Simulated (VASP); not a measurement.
Input:

```yaml
crystal:
  lattice:
    - [-1.63749, 1.63749, 1.63749]
    - [1.63749, -1.63749, 1.63749]
    - [1.63749, 1.63749, -1.63749]
  atoms:
    - { symbol: Au, position: [0.00000, 0.00000, 0.00000] }
```

Calculation: r2SCAN meta-GGA with spin-orbit coupling, VASP's PBE PAW potentials (set 64) (plane waves; VASP). Settings: 400 eV cut-off, 14×14×14 Γ-centred mesh, Gaussian smearing of 0.050 eV, potentials Au.

Predict the energy per atom (σ→0), band gap (over mesh and band path) with the smallest direct gap where there is one.

```yaml
band gap (over mesh and band path): none (metal, semimetal or under 0.01 eV)
energy per atom (σ→0): -50.843 eV/atom
```

The structure comes from a computed database's Au entry (Im-3m); how it stands against other phases isn't given here. It was relaxed first.
